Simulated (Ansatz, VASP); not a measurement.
# Ti (Titanium): VASP beside Ansatz, part 2 of 2

Aim: how closely do two programs agree when they are given the same cell, functional and k mesh? The cell is taken from a series of runs on this material, whose earlier steps may have relaxed, scaled, displaced or heated it; both programs get it as it stands.

VASP 6.6.1 and Ansatz 0.2.0.

So far: The structure; VASP: zone-centre phonons, PBEsol.

### 3. Ansatz: zone-centre phonons, PBEsol

Level of this step: Ansatz beside VASP: Kohn-Sham DFT, plane waves, PBEsol (Ansatz).

Ansatz runs on its PAW soft_1 files.

The same cell, functional, mesh and smearing now go to Ansatz, which takes its cutoff from its data sets.

File input.yaml:

```yaml
crystal:
  lattice:
    - [2.9584508036, 0.0, 0.0]
    - [-1.4792254018, 2.5620935517, 0.0]
    - [0.0, 0.0, 4.5162315419]
  atoms:
    - { symbol: Ti, position: [0.3333333333, 0.6666666667, 0.25] }
    - { symbol: Ti, position: [0.6666666667, 0.3333333333, 0.75] }
kpoints:
  mp_grid: { grid: [18, 18, 12] }
hamiltonian:
  xc: pbesol
  pseudopotentials: { kind: paw, azcp: { folder: soft_1 }, xc_functional: pbe }
scf:
  occupations: { method: methfessel_paxton, width: 0.2 }
output:
  eigenvalues: true
phonons:
  method: dfpt
```

Run with:

```bash
> ansatz run input.yaml --threads 4 --pin off --max-ram 10240MiB --backend cpu --events-out ev --progress --plain --runs-dir out
```

Numbers of over 12 decimals in the logs are rounded to 6 here.

What it wrote:

```text
zone centre: on kpoints.mp_grid the ground state, and the responses unless they are solved on pairs of k-points, stand on 637 of the mesh's 3888 k-points, reduced under 4 symmetry operations, with k and −k counted as one. Each operation leaves every solved displacement unchanged or reverses it
Engine: ansatz 0.2.0, aarch64-unknown-linux-gnu
Pseudopotentials: kind: paw
Pseudopotential: Ti, paw, valence charge 12, recommended cutoff 420 eV (normal), soft_1/Ti.paw.azcp
Functional definition: PBEsol
  exchange = pbesol_x
  correlation = pbesol_c
Crystal: 2 atoms, lattice volume = 34.232 Å³
Basis set: ecut = 420 eV, 651 PW (Γ), exchange–correlation on 40×40×64 points (8 copies of the dense FFT grid, shifted against one another)
Bands: 16, of which v1, the nominal top of the filled ones, is band 12 counted from 1 (11 counted from 0)
Symmetry: 24 space group operations
k-points: 637 of 3888 (irreducible under 4 space group operations, time reversal used)
Non-local potential: Ti, projectors of the file, l = 0: 3, l = 1: 2, l = 2: 3, l = 3: 1
PAW form: soft (Blöchl's): semilocal exchange-correlation on the pseudo side does not see the compensation charge
PAW frozen core: Ti, regenerated for the run's functional, and the local potential with it (the file was generated under x = pbe(κ = 0.804, μ = 0.219515), c = pbe(β = 0.066725))
PAW one-centre angular grid: Ti, 590 points (default); XC on 64 Gauss nodes
Initial density: superposition of atomic densities (chi_scale 0.1, normalization cell)
Initial wavefunctions: pseudopotential atomic-orbital guess
Functional: x = pbesol(κ = 0.804, μ = 0.123457), c = pbesol(β = 0.046)
SCF iter   1: F=—  HF=-4948.263549 eV  |F-HF|=—  |Δ(HF+E_count)|=         —  Δρ=6.41e-2  dr2=1.45e0  ethr=3.10e-3  ⟨swp⟩=4.3  Hψ=89374  notcnv=0
automatic band count: the SCF goes on with 20 bands, as 16 were too few: they end inside the smearing window of the response
preconditioner: auto → none  [metal: Δε(μ)=0.003 eV  Ē_g=4.635 eV  σ=0.200 eV  W_gap=0.01  n_scr=8 (ndim 8)  ℏωp=18.0 eV  f_vac=0.000  D(μ)=1.56/eV (n_scr^D=22)  sad-step TF]
SCF iter   2: F=—  HF=-4947.942805 eV  |F-HF|=—  |Δ(HF+E_count)|=   3.21e-1  S|Δr|=    0.00e0  Δρ=3.66e-2  dr2=5.02e-1  ethr=3.10e-3  ⟨swp⟩=2.0  Hψ=21459  notcnv=0  defer=836
SCF iter   3: F=—  HF=-4947.781865 eV  |F-HF|=—  |Δ(HF+E_count)|=   1.61e-1  S|Δr|=    0.00e0  Δρ=1.45e-3  dr2=3.38e-4  ethr=2.09e-3  ⟨swp⟩=2.7  Hψ=21504  notcnv=0  defer=836
SCF iter   4: F=—  HF=-4947.781944 eV  |F-HF|=—  |Δ(HF+E_count)|=   7.96e-5  S|Δr|=    0.00e0  Δρ=1.14e-4  dr2=2.24e-6  ethr=1.41e-6  ⟨swp⟩=2.2  Hψ=22341  notcnv=0  defer=791
SCF iter   5: F=—  HF=-4947.781952 eV  |F-HF|=—  |Δ(HF+E_count)|=   7.38e-6  S|Δr|=    0.00e0  Δρ=6.39e-5  dr2=1.08e-6  ethr=9.33e-9  ⟨swp⟩=2.0  Hψ=20926  notcnv=0  defer=791
SCF iter   6: F=—  HF=-4947.781951 eV  |F-HF|=—  |Δ(HF+E_count)|=   3.64e-7  S|Δr|=    0.00e0  Δρ=8.56e-6  dr2=1.35e-8  ethr=4.50e-9  ⟨swp⟩=3.0  Hψ=20557  notcnv=0  defer=791
SCF iter   7: F=—  HF=-4947.781951 eV  |F-HF|=—  |Δ(HF+E_count)|=   5.76e-9  S|Δr|=    0.00e0  Δρ=1.01e-6  dr2=2.92e-10  ethr=5.61e-11  ⟨swp⟩=3.0  Hψ=20624  notcnv=0  defer=791
SCF iter   8: F=-4947.781951 eV  HF=-4947.781951 eV  |F-HF|=0.00e0  |Δ(HF+E_count)|=  1.15e-10  S|Δr|=    0.00e0  Δρ=4.38e-8  dr2=1.84e-13  ethr=1.00e-12  ⟨swp⟩=8.9  Hψ=50993  notcnv=0
SCF 1 converged in 8 iterations: F = -4947.781951 eV  dr2 = 1.84e-13
  greatest PAW one-centre occupation: 0.999 electrons in one spin orbital (limit 2), on the Ti atom at site 1 (counted from 0), in its partial waves of l = 0
DFPT response loops at Γ: preconditioner auto → Kerker (q_TF=auto, 2.572 Å⁻¹) (partly filled bands, converged f_vac=0.000); β = 1.00, the filter's whole step (`scf.mixing.beta` (0.50) is not read by the response loops under this deck's `scf.mixing.preconditioner`; to damp them name `kerker` or `kerker_dos`, under which they read `scf.mixing.beta`, and type it under 1.00, their step now; both keys bind the ground state too); Broyden in place of MSR1
SCF converged after 8 iterations
Stability not checked: this state was not tested for a lower state beside it, because cold or Methfessel-Paxton smearing, or corrected tetrahedra, fill the levels in a way that the test cannot read (fill_not_monotonic; see scf.lower_state_search)
Free energy (F): -4947.781951 eV
Harris-Foulkes:  -4947.781951 eV  (|F-HF|=0.00e0)
Internal energy: -4947.786865 eV  (E = F + TS)
E sigma→0 (E₀):  -4947.783180 eV
Entropy (-TS):   0.004913 eV (2.457 meV/atom)
Fermi energy:    13.416843 eV
--- Per-component energies (eV) ---
  E_band       = -312.109498
  E_kinetic    = 562.242554
  E_local      = -1732.363597  (includes V_loc(G=0)·N_el)
  E_nonlocal   = 123.623719
  E_hartree    = 685.737837
  E_xc         = -230.416653
  E_vxc        = -289.856682  (∫ρ·V_xc dr)
  E_paw        = -2034.509908  (= ΣΔE_a)
  E_vpaw       = -347.231009  (= ΣTr[D̂ρ^β])
  E_aug_tail   = -0.000161  (compensation charges beyond the density's cutoff)
  E_ewald      = -2322.379426
  E_core_change = 0.278769  (= ΣΔE_core)
  E_smearing   = 0.004913  (= −TS)
  E_closure    = -0.000000  (closes the sum)
  Σ components = -4947.781951   (vs F -4947.781951, Δ=0.00e0)
--- Band table (eV; the first three rows and the last of 637) ---
  k-point 0: bands = [... 8 lower, 7.1771, 10.6815, 14.1283, 14.1283, 14.5311, 14.5577, 14.7081, 14.7081, ... 4 higher]
  k-point 1: bands = [... 8 lower, 7.2400, 10.6623, 14.0783, 14.0783, 14.4299, 14.4943, 14.6649, 14.6649, ... 4 higher]
  k-point 2: bands = [... 8 lower, 7.4259, 10.5880, 13.9840, 13.9840, 14.1209, 14.3875, 14.5494, 14.5494, ... 4 higher]
  k-point 636: bands = [... 8 lower, 11.3559, 11.3559, 12.8298, 12.8298, 13.2793, 13.2793, 14.9665, 14.9665, ... 4 higher]
--- Phonons (Γ-DFPT): 2 representative perturbations + reference, on 637 of 3888 k-points (Σ response iterations 6) ---
  k mesh reduced under 4 symmetry operations, with k and −k counted as one. Each operation leaves every solved displacement unchanged or reverses it
  ASR residual: 3.531e-6 → 0.000e0 eV/Å²; symmetrization residual: 2.396e-13 eV/Å²
  ASR residual per site (eV/Å²): 3.53e-6 3.53e-6
  Γ frequencies (cm⁻¹): 0.00 0.00 0.00 133.49 133.49 208.35
  non-analytic LO–TO correction: not included (Born effective charges unavailable; polar crystals: no LO–TO splitting at Γ)
```

### 4. Differences

Known differences besides the potentials themselves: the cutoff is 420 eV in Ansatz and 500 eV in VASP; Ansatz makes its cores anew for this functional, VASP keeps those of its PBE data sets. Total energies have different zeros and are not compared.

The two programs side by side:

| quantity | Ansatz | VASP | difference |
| --- | --- | --- | --- |
| optical mode 1 to 2 (cm⁻¹) | 133.5 | 134.4 | -0.65 % |
| optical mode 3 (cm⁻¹) | 208.3 | 210.1 | -0.85 % |

Modes are paired by rising frequency, not by their patterns, so a pair may set unlike modes beside each other; they are those without the splitting of longitudinal modes.

### 5. Summary of results

```json
{
  "r.m.s. difference of the optical zone-centre modes, each program's sorted by frequency (zone-centre phonons, PBEsol)": "1.2 cm⁻¹",
  "difference in optical mode 3 (zone-centre phonons, PBEsol)": "-0.8 %"
}
```

What this shows: The r.m.s. difference of the optical zone-centre modes, each program's sorted by frequency is 1.2 cm⁻¹ (zone-centre phonons, PBEsol). Among the rows given in per cent, the largest difference of the zone-centre phonons, PBEsol pair is in optical mode 3, -0.8 %. Such differences can come from data sets, numerical settings and the points named under the comparisons, not from the functional's error against experiment.

[Lines on the potential files, build, host, timing and source positions are cut from VASP's logs without a mark.]

[Logs are printed without paths, hosts, clocks, repeated set-up lines and the standing remarks that a program may print on its own settings, such as how far it seeks lower states.]

[Hosts, paths, dates, database ids (printed as entryN), source tags and the programs' standing remarks are cut or masked in the printed files.]
